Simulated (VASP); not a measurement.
Consider the following.

```xyz
2
Lattice="0.0000 3.2577 3.2577 3.2577 0.0000 3.2577 3.2577 3.2577 0.0000" Properties=species:S:1:pos:R:3 pbc="T T T"
Ba     0.0000     0.0000     0.0000
Te     3.2577     3.2577     3.2577
```

All values below come from PBEsol GGA, VASP's PBE PAW potentials (set 64) (plane waves; VASP). Numerical set-up: 500 eV cut-off, 7×7×7 Γ-centred mesh, Gaussian smearing of 0.050 eV, potentials Ba_sv Te.

Question: Predict the energy per atom (σ→0), pressure.

Answer: 
```json
{
 "energy per atom (σ→0)": "-4394 meV/atom",
 "pressure": "10.00 GPa"
}
```

The structure was generated: BaTe was put into the rock salt type (Fm-3m), which need not be its known phase. It was relaxed first under an external pressure of 10 GPa.
